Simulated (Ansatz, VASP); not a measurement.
# Al2O3 (Corundum): VASP beside Ansatz

Wanted: the spread between two codes on one cell, functional and k mesh. The cell is taken from a series of runs on this material, whose earlier steps may have relaxed, scaled, displaced or heated it; both programs get it as it stands.

Main program and level: Ansatz 0.2.0; plane waves, with VASP 6.6.1 beside it; zone-centre phonons at PBE with D3(BJ).

### Step 1. Set-up

Symmetry: R-3c, No. 167, trigonal system. Conventional cell: a = 4.779 Å, b = 4.779 Å, c = 13.036 Å, α = 90.00°, β = 90.00°, γ = 120.00°. Al has 6 O at 1.86 to 1.98 Å nearest. O has 4 Al at 1.86 to 1.98 Å nearest. Farther neighbours and most contacts between anions are not listed.

Structure file:

```cif
data_structure
_symmetry_space_group_name_H-M 'P 1'
_symmetry_Int_Tables_number 1
_cell_length_a 5.1472
_cell_length_b 5.1472
_cell_length_c 5.1472
_cell_angle_alpha 55.321
_cell_angle_beta 55.321
_cell_angle_gamma 55.321
_cell_volume 85.94
loop_
_atom_site_label
_atom_site_type_symbol
_atom_site_fract_x
_atom_site_fract_y
_atom_site_fract_z
_atom_site_occupancy
Al1 Al 0.35207 0.35207 0.35207 1
Al2 Al 0.14793 0.14793 0.14793 1
Al3 Al 0.64793 0.64793 0.64793 1
Al4 Al 0.85207 0.85207 0.85207 1
O5 O 0.55639 0.94361 0.25000 1
O6 O 0.25000 0.55639 0.94361 1
O7 O 0.94361 0.25000 0.55639 1
O8 O 0.44361 0.05639 0.75000 1
O9 O 0.75000 0.44361 0.05639 1
O10 O 0.05639 0.75000 0.44361 1
```

### Step 2. VASP: zone-centre phonons, PBE with D3(BJ)

Second derivatives magnify differences that forces hide, and they need a tight electronic threshold.

Lines of VASP's logs that name or quote its potential files are left out, and so is its time.

The input, INCAR:

```
SYSTEM = Al2O3
PREC = Accurate
ENCUT = 600
EDIFF = 1E-08
NELM = 120
ISMEAR = 0
SIGMA = 0.01
LREAL = .FALSE.
ALGO = Normal
GGA = PE
IVDW = 12
NBANDS = 34
LORBIT = 11
LWAVE = .FALSE.
LCHARG = .FALSE.
ISIF = 2
IBRION = 6
NFREE = 2
POTIM = 0.015
NSW = 1
LASPH = .TRUE.
GGA_COMPAT = .FALSE.
EFERMI = MIDGAP
KPAR = 2
```

The input, POSCAR:

```
Al2O3
1.0
    2.3894828190      1.3795685487      4.3451897829
   -2.3894828190      1.3795685487      4.3451897829
    0.0000000000     -2.7591370975      4.3451897829
Al O
4 6
Direct
    0.3520740165      0.3520740165      0.3520740165
    0.1479259835      0.1479259835      0.1479259835
    0.6479259835      0.6479259835      0.6479259835
    0.8520740165      0.8520740165      0.8520740165
    0.5563856018      0.9436143982      0.2500000000
    0.2500000000      0.5563856018      0.9436143982
    0.9436143982      0.2500000000      0.5563856018
    0.4436143982      0.0563856018      0.7500000000
    0.7500000000      0.4436143982      0.0563856018
    0.0563856018      0.7500000000      0.4436143982
```

The input, KPOINTS:

```
Automatic mesh
0
Gamma
6 6 6
0 0 0
```

The projector-augmented-wave data sets are Al and O (PBE family, release 64).

Launch:

```bash
> mpirun -np 2 vasp_std
```

Numbers of over 12 decimals in the logs are rounded to 6 here.

Log:

```text
[banner, memory and clock lines left out]
running    2 mpi-ranks, on    1 nodes
 distrk:  each k-point on    1 cores,    2 groups
 distr:  one band on    1 cores,    1 groups

 POSCAR found type information on POSCAR AlO
 POSCAR found :  2 types and      10 ions
 LDA part: xc-table for (Slater+PW92), standard interpolation
 POSCAR, INCAR and KPOINTS ok, starting setup
 FFT: planning ... GRIDC
 FFT: planning ... GRID_SOFT
 FFT: planning ... GRID
 WAVECAR not read
 entering main loop
       N       E                     dE             d eps       ncg     rms          rms(c)
DAV:   1     0.256229388910E+03    0.25623E+03   -0.27735E+04  2176   0.151E+03
DAV:   2    -0.683361809587E+02   -0.32457E+03   -0.31275E+03  2778   0.307E+02
DAV:   3    -0.827063571906E+02   -0.14370E+02   -0.14321E+02  2796   0.665E+01
DAV:   4    -0.828222454533E+02   -0.11589E+00   -0.11582E+00  2752   0.684E+00
DAV:   5    -0.828236427669E+02   -0.13973E-02   -0.13971E-02  2730   0.758E-01    0.175E+01
DAV:   6    -0.747445936424E+02    0.80790E+01   -0.29685E+01  2640   0.293E+01    0.597E+00
DAV:   7    -0.747859275310E+02   -0.41334E-01   -0.85744E-01  2684   0.464E+00    0.328E+00
DAV:   8    -0.748036656894E+02   -0.17738E-01   -0.86287E-02  2624   0.231E+00    0.686E-01
DAV:   9    -0.748076707348E+02   -0.40050E-02   -0.21263E-02  2768   0.806E-01    0.312E-01
DAV:  10    -0.748083276865E+02   -0.65695E-03   -0.80936E-04  2490   0.174E-01    0.724E-02
DAV:  11    -0.748082873028E+02    0.40384E-04   -0.37885E-04  2718   0.111E-01    0.227E-02
DAV:  12    -0.748082900588E+02   -0.27560E-05   -0.22172E-05  2562   0.286E-02    0.582E-03
DAV:  13    -0.748082895382E+02    0.52056E-06   -0.36699E-06  2734   0.107E-02    0.122E-03
DAV:  14    -0.748082894285E+02    0.10968E-06   -0.17917E-07  2480   0.261E-03    0.668E-04
DAV:  15    -0.748082894978E+02   -0.69310E-07   -0.78931E-09  2002   0.615E-04    0.299E-04
DAV:  16    -0.748082895332E+02   -0.35393E-07   -0.10194E-09  1466   0.200E-04    0.495E-05
DAV:  17    -0.748082895318E+02    0.13929E-08   -0.54502E-10  1352   0.128E-04
   1 F= -.77149590E+02 E0= -.77149590E+02  d E =0.000000E+00
[... from here on, the cycles between the ionic steps are left out ...]
   2 F= -.77147432E+02 E0= -.77147432E+02  d E =0.000000E+00
   3 F= -.77147401E+02 E0= -.77147401E+02  d E =0.000000E+00
   4 F= -.77147712E+02 E0= -.77147712E+02  d E =0.000000E+00
   5 F= -.77147424E+02 E0= -.77147424E+02  d E =0.000000E+00
   6 F= -.77147635E+02 E0= -.77147635E+02  d E =0.000000E+00
   7 F= -.77147576E+02 E0= -.77147576E+02  d E =0.000000E+00
   8 F= -.77147521E+02 E0= -.77147521E+02  d E =0.000000E+00
   9 F= -.77147521E+02 E0= -.77147521E+02  d E =0.000000E+00
  10 F= -.77147865E+02 E0= -.77147865E+02  d E =0.000000E+00
 Finite differences progress:
  Degree of freedom:   5/  5
  Displacement:        1/  2
  Total:               9/ 10
 bond charge predicted
       N       E                     dE             d eps       ncg     rms          rms(c)
DAV:   1    -0.748064159100E+02    0.14933E-03   -0.30579E+00  7736   0.998E+00    0.256E-01
DAV:   2    -0.748073795391E+02   -0.96363E-03   -0.31984E-02  9756   0.105E+00    0.139E-01
DAV:   3    -0.748065339770E+02    0.84556E-03   -0.20840E-03  9720   0.323E-01    0.343E-02
DAV:   4    -0.748065651637E+02   -0.31187E-04   -0.42313E-04  9468   0.112E-01    0.213E-02
DAV:   5    -0.748065650178E+02    0.14594E-06   -0.77662E-06  9598   0.190E-02    0.878E-03
DAV:   6    -0.748065651976E+02   -0.17976E-06   -0.14166E-06  9358   0.942E-03    0.153E-03
DAV:   7    -0.748065652480E+02   -0.50426E-07   -0.28706E-07  9492   0.334E-03    0.874E-04
DAV:   8    -0.748065652442E+02    0.37758E-08   -0.40803E-08  8650   0.179E-03
  11 F= -.77147865E+02 E0= -.77147865E+02  d E =0.000000E+00
 Finite differences progress:
  Degree of freedom:   5/  5
  Displacement:        2/  2
  Total:              10/ 10
```

Parts of OUTCAR (step 2):

```text
ion  position               nearest neighbor table
   1  0.352  0.352  0.352-   9 1.86   8 1.86  10 1.86   7 1.98   6 1.98   5 1.98   2 2.66   3 2.80
                             3 2.80   3 2.80   2 3.23   2 3.23   2 3.23
   2  0.148  0.148  0.148-  10 1.86   8 1.86   9 1.86   6 1.98   7 1.98   5 1.98   1 2.66   4 2.80
                             4 2.80   4 2.80   1 3.23   1 3.23   1 3.23
   3  0.648  0.648  0.648-   6 1.86   5 1.86   7 1.86  10 1.98   9 1.98   8 1.98   4 2.66   1 2.80
                             1 2.80   1 2.80   4 3.23   4 3.23   4 3.23
   4  0.852  0.852  0.852-   7 1.86   5 1.86   6 1.86   9 1.98  10 1.98   8 1.98   3 2.66   2 2.80
                             2 2.80   2 2.80   3 3.23   3 3.23   3 3.23
   5  0.556  0.944  0.250-   3 1.86   4 1.86   1 1.98   2 1.98
   6  0.250  0.556  0.944-   3 1.86   4 1.86   2 1.98   1 1.98
   7  0.944  0.250  0.556-   4 1.86   3 1.86   1 1.98   2 1.98
   8  0.444  0.056  0.750-   1 1.86   2 1.86   3 1.98   4 1.98
   9  0.750  0.444  0.056-   1 1.86   2 1.86   4 1.98   3 1.98
  10  0.056  0.750  0.444-   2 1.86   1 1.86   3 1.98   4 1.98

  LATTYP: Found a trigonal (rhomboedric) cell.
 ALAT       =     5.1471848395
 COS(alpha) =     0.5689791379

 Subroutine GETGRP returns: Found 12 space group operations
 (whereof  6 operations were pure point group operations)

The static configuration has the point symmetry S_6 .
 The point group associated with its full space group is D_3d.

 Found     32 irreducible k-points:

   k-points           NKPTS =     32   k-points in BZ     NKDIM =     32   number of bands    NBANDS=     34

   dimension x,y,z NGX =    42 NGY =   42 NGZ =   42
   dimension x,y,z NGXF=    84 NGYF=   84 NGZF=   84

   ENCUT  =  600.0 eV  44.10 Ry    6.64 a.u.  10.28 10.28 10.28*2*pi/ulx,y,z

   NELECT =      48.0000    total number of electrons

 k-points in reciprocal lattice and weights: Automatic mesh
   0.00000000  0.00000000  0.00000000       0.005
   0.16666667  0.00000000 -0.00000000       0.028
   0.33333333  0.00000000 -0.00000000       0.028
   0.50000000 -0.00000000 -0.00000000       0.014
   0.16666667  0.16666667 -0.00000000       0.028
   0.33333333  0.16666667 -0.00000000       0.056
   0.50000000  0.16666667 -0.00000000       0.056
  -0.33333333  0.16666667  0.00000000       0.056
  -0.16666667  0.16666667  0.00000000       0.028
[...]
-0.33333333  0.50000000  0.33333333       0.028
   0.50000000  0.50000000  0.50000000       0.005

 Edisp (eV)   -2.34130

 average (electrostatic) potential at core
       1 -71.6353       2 -71.6096       3 -71.6344       4 -71.6108       5 -67.1605
       6 -67.1609       7 -67.1604       8 -67.1604       9 -67.1595      10 -67.1614

 E-fermi :   9.0574

 k-point     1 :       0.0000    0.0000    0.0000
  band No.  band energies     occupation
    ...
     20       5.5264      2.00000
     21       5.5364      2.00000
     22       5.9701      2.00000
     23       5.9740      2.00000
     24       6.0176      2.00000
     25      12.0971      0.00000
     26      15.0609      0.00000
     27      16.6205      0.00000
     28      17.4416      0.00000
     29      17.4546      0.00000
    ...

 k-point     2 :       0.1667    0.0000   -0.0000
  band No.  band energies     occupation
    ...
     20       5.1548      2.00000
     21       5.3442      2.00000
     22       5.6728      2.00000
     23       5.9364      2.00000
     24       5.9723      2.00000
     25      12.7291      0.00000
     26      15.5653      0.00000
     27      16.2044      0.00000
     28      17.1233      0.00000
     29      17.1683      0.00000
    ...

 k-point     3 :       0.3333    0.0000   -0.0000
  band No.  band energies     occupation
    ...
     20       4.6642      2.00000
     21       5.1869      2.00000
     22       5.4750      2.00000
     23       5.7952      2.00000
     24       5.8408      2.00000
     25      14.0443      0.00000
[...]
total drift:                               -0.000019     -0.000046      0.000016

  FREE ENERGIE OF THE ION-ELECTRON SYSTEM (eV)
  ---------------------------------------------------
  free  energy   TOTEN  =       -77.1478647674 eV

  energy  without entropy=      -77.1478647674  energy(sigma->0) =      -77.14786477

 Eigenvectors and eigenvalues of the dynamical matrix
 ----------------------------------------------------

   1 f  =   22.134491 THz   139.075112 2PiTHz  738.327162 cm-1    91.540860 meV
             X         Y         Z           dx          dy          dz
      0.000000 -0.000000  4.589485     0.000000   -0.000000   -0.061912
      0.000000 -0.000000  1.928299    -0.000000   -0.000000   -0.061912
      0.000000 -0.000000  8.446084    -0.000000    0.000000    0.061912
      0.000000 -0.000000 11.107270     0.000000    0.000000    0.061912
     -0.925277  1.379569  7.604082    -0.000000    0.230330   -0.333256
     -0.732103 -1.491097  7.604082    -0.199471   -0.115165   -0.333256
      1.657380  0.111529  7.604082     0.199471   -0.115165   -0.333256
      0.925277 -1.379569  5.431487     0.000000   -0.230330    0.333256
      0.732103  1.491097  5.431487     0.199471    0.115165    0.333256
     -1.657380 -0.111529  5.431487    -0.199471    0.115165    0.333256

   2 f  =   22.115575 THz   138.956258 2PiTHz  737.696187 cm-1    91.462629 meV
             X         Y         Z           dx          dy          dz
      0.000000 -0.000000  4.589485    -0.086621    0.072892   -0.000000
      0.000000 -0.000000  1.928299     0.086618    0.072895   -0.000000
      0.000000 -0.000000  8.446084     0.086621   -0.072892    0.000000
      0.000000 -0.000000 11.107270    -0.086618   -0.072895    0.000000
     -0.925277  1.379569  7.604082     0.000003    0.410054   -0.336817
     -0.732103 -1.491097  7.604082     0.258163   -0.037110    0.168403
      1.657380  0.111529  7.604082    -0.258172   -0.037102    0.168413
      0.925277 -1.379569  5.431487    -0.000003   -0.410054    0.336817
      0.732103  1.491097  5.431487    -0.258163    0.037110   -0.168403
     -1.657380 -0.111529  5.431487     0.258172    0.037102   -0.168413

   3 f  =   22.115575 THz   138.956258 2PiTHz  737.696187 cm-1    91.462629 meV
             X         Y         Z           dx          dy          dz
      0.000000 -0.000000  4.589485     0.072892    0.086621   -0.000000
      0.000000 -0.000000  1.928299     0.072895   -0.086618    0.000000
      0.000000 -0.000000  8.446084    -0.072892   -0.086621    0.000000
      0.000000 -0.000000 11.107270    -0.072895    0.086618   -0.000000
     -0.925277  1.379569  7.604082    -0.186159    0.000007   -0.000006
     -0.732103 -1.491097  7.604082     0.261005    0.258167    0.291695
      1.657380  0.111529  7.604082     0.260996   -0.258168   -0.291689
      0.925277 -1.379569  5.431487     0.186159   -0.000007    0.000006
      0.732103  1.491097  5.431487    -0.261005   -0.258167   -0.291695
     -1.657380 -0.111529  5.431487    -0.260996    0.258168    0.291689

   4 f  =   20.333249 THz   127.757571 2PiTHz  678.244177 cm-1    84.091523 meV
             X         Y         Z           dx          dy          dz
      0.000000 -0.000000  4.589485     0.000000    0.000000   -0.187579
      0.000000 -0.000000  1.928299     0.000000   -0.000000    0.187579
      0.000000 -0.000000  8.446084     0.000000    0.000000   -0.187579
      0.000000 -0.000000 11.107270     0.000000   -0.000000    0.187579
     -0.925277  1.379569  7.604082     0.378430    0.000000    0.000000
     -0.732103 -1.491097  7.604082    -0.189215    0.327730   -0.000000
      1.657380  0.111529  7.604082    -0.189215   -0.327730    0.000000
      0.925277 -1.379569  5.431487     0.378430    0.000000    0.000000
      0.732103  1.491097  5.431487    -0.189215    0.327730   -0.000000
     -1.657380 -0.111529  5.431487    -0.189215   -0.327730    0.000000

   5 f  =   18.854138 THz   118.464040 2PiTHz  628.906335 cm-1    77.974413 meV
             X         Y         Z           dx          dy          dz
      0.000000 -0.000000  4.589485     0.000000    0.000000    0.088420
      0.000000 -0.000000  1.928299     0.000000   -0.000000   -0.088420
      0.000000 -0.000000  8.446084    -0.000000   -0.000000   -0.088420
      0.000000 -0.000000 11.107270    -0.000000    0.000000    0.088420
     -0.925277  1.379569  7.604082     0.401814   -0.000000   -0.000000
     -0.732103 -1.491097  7.604082    -0.200907    0.347981    0.000000
      1.657380  0.111529  7.604082    -0.200907   -0.347981   -0.000000
      0.925277 -1.379569  5.431487    -0.401814   -0.000000   -0.000000
      0.732103  1.491097  5.431487     0.200907   -0.347981   -0.000000
     -1.657380 -0.111529  5.431487     0.200907    0.347981    0.000000

   6 f  =   18.609674 THz   116.928031 2PiTHz  620.751913 cm-1    76.963394 meV
             X         Y         Z           dx          dy          dz
      0.000000 -0.000000  4.589485    -0.090551   -0.103081   -0.000000
      0.000000 -0.000000  1.928299    -0.090312    0.103290    0.000000
      0.000000 -0.000000  8.446084    -0.090551   -0.103081   -0.000000
      0.000000 -0.000000 11.107270    -0.090312    0.103290    0.000000
     -0.925277  1.379569  7.604082    -0.305822   -0.000535    0.000033
     -0.732103 -1.491097  7.604082     0.270033    0.332823    0.024513
      1.657380  0.111529  7.604082     0.270802   -0.332560   -0.024546
      0.925277 -1.379569  5.431487    -0.305822   -0.000535    0.000033
      0.732103  1.491097  5.431487     0.270033    0.332823    0.024513
     -1.657380 -0.111529  5.431487     0.270802   -0.332560   -0.024546

   7 f  =   18.609674 THz   116.928031 2PiTHz  620.751913 cm-1    76.963394 meV
             X         Y         Z           dx          dy          dz
      0.000000 -0.000000  4.589485     0.103081   -0.090551   -0.000000
      0.000000 -0.000000  1.928299    -0.103290   -0.090312   -0.000000
      0.000000 -0.000000  8.446084     0.103081   -0.090551   -0.000000
      0.000000 -0.000000 11.107270    -0.103290   -0.090312   -0.000000
     -0.925277  1.379569  7.604082    -0.000354    0.462497   -0.028324
     -0.732103 -1.491097  7.604082     0.333004   -0.113357    0.014190
      1.657380  0.111529  7.604082    -0.332379   -0.114126    0.014134
      0.925277 -1.379569  5.431487    -0.000354    0.462497   -0.028324
      0.732103  1.491097  5.431487     0.333004   -0.113357    0.014190
     -1.657380 -0.111529  5.431487    -0.332379   -0.114126    0.014134

   8 f  =   17.671113 THz   111.030877 2PiTHz  589.444877 cm-1    73.081818 meV
             X         Y         Z           dx          dy          dz
      0.000000 -0.000000  4.589485     0.000000    0.000000   -0.463481
      0.000000 -0.000000  1.928299     0.000000   -0.000000    0.463481
      0.000000 -0.000000  8.446084     0.000000    0.000000   -0.463481
      0.000000 -0.000000 11.107270     0.000000   -0.000000    0.463481
     -0.925277  1.379569  7.604082    -0.153157    0.000000    0.000000
     -0.732103 -1.491097  7.604082     0.076579   -0.132638   -0.000000
      1.657380  0.111529  7.604082     0.076579    0.132638    0.000000
      0.925277 -1.379569  5.431487    -0.153157    0.000000    0.000000
      0.732103  1.491097  5.431487     0.076579   -0.132638   -0.000000
     -1.657380 -0.111529  5.431487     0.076579    0.132638    0.000000

   9 f  =   17.199943 THz   108.070432 2PiTHz  573.728357 cm-1    71.133218 meV
             X         Y         Z           dx          dy          dz
      0.000000 -0.000000  4.589485    -0.000000    0.000000   -0.173383
      0.000000 -0.000000  1.928299     0.000000    0.000000   -0.173383
      0.000000 -0.000000  8.446084    -0.000000    0.000000   -0.173383
      0.000000 -0.000000 11.107270     0.000000    0.000000   -0.173383
     -0.925277  1.379569  7.604082    -0.000000   -0.352277    0.150088
     -0.732103 -1.491097  7.604082     0.305081    0.176139    0.150088
      1.657380  0.111529  7.604082    -0.305081    0.176139    0.150088
      0.925277 -1.379569  5.431487    -0.000000   -0.352277    0.150088
      0.732103  1.491097  5.431487     0.305081    0.176139    0.150088
     -1.657380 -0.111529  5.431487    -0.305081    0.176139    0.150088
    [... 270 further lines ...]
      0.925277 -1.379569  5.431487     0.175252    0.218540   -0.000039
      0.732103  1.491097  5.431487     0.175188    0.218565    0.000047
     -1.657380 -0.111529  5.431487     0.175242    0.218609   -0.000008

 ELASTIC MODULI CONTR FROM IONIC RELAXATION (kBar)
 Direction    XX          YY          ZZ          XY          YZ          ZX
 --------------------------------------------------------------------------------
 XX        -371.2502    162.6135    137.2462      0.0000    124.4366     -0.0000
 YY         162.6135   -371.2502    137.2462     -0.0000   -124.4366      0.0000
 ZZ         137.2462    137.2462   -197.8982      0.0000      0.0000      0.0000
 XY           0.0000     -0.0000      0.0000   -266.9319     -0.0000    124.4366
 YZ         124.4366   -124.4366      0.0000     -0.0000   -148.7452      0.0000
 ZX          -0.0000      0.0000      0.0000    124.4366      0.0000   -148.7452
 --------------------------------------------------------------------------------

 total charge
# of ion       s       p       d       tot
------------------------------------------
    1        0.310   0.396   0.000   0.706
    2        0.310   0.396   0.000   0.706
    3        0.310   0.396   0.000   0.706
    4        0.310   0.396   0.000   0.706
    5        1.544   3.641   0.000   5.184
    6        1.544   3.641   0.000   5.184
    7        1.544   3.641   0.000   5.184
    8        1.544   3.641   0.000   5.184
    9        1.544   3.641   0.000   5.184
   10        1.544   3.641   0.000   5.184
--------------------------------------------------
tot         10.502  23.428   0.000  33.930
```

CONTCAR:

```
Al2O3
   1.00000000000000
     2.3894828189999999    1.3795685487000000    4.3451897829000004
    -2.3894828189999999    1.3795685487000000    4.3451897829000004
     0.0000000000000000   -2.7591370975000000    4.3451897829000004
  Al              O
     4     6
Direct
     0.3520740164999978    0.3520740164999978    0.3520740164999978
     0.1479259835000022    0.1479259835000022    0.1479259835000022
     0.6479259835000022    0.6479259835000022    0.6479259835000022
     0.8520740164999978    0.8520740164999978    0.8520740164999978
     0.5552349040744996    0.9424637004744950    0.2488493022745392
     0.2500000000000000    0.5563856018000024    0.9436143981999976
     0.9436143981999976    0.2500000000000000    0.5563856018000024
     0.4436143981999976    0.0563856018000024    0.7500000000000000
     0.7500000000000000    0.4436143981999976    0.0563856018000024
     0.0563856018000024    0.7500000000000000    0.4436143981999976
```

The last energy, forces, stress and levels in OUTCAR belong to the last displaced cell, not to the cell of POSCAR.

Levels, forces or a CONTCAR printed for this step are those of its last displaced cell, not of the structure at rest.

(Part 1 of 2 ends here.)

[Lines on the potential files, build, host, timing and source positions are cut from VASP's logs without a mark.]

[Logs are printed without paths, hosts, clocks, repeated set-up lines and the standing remarks that a program may print on its own settings, such as how far it seeks lower states.]

[Hosts, paths, dates, database ids (printed as entryN), source tags and the programs' standing remarks are cut or masked in the printed files.]
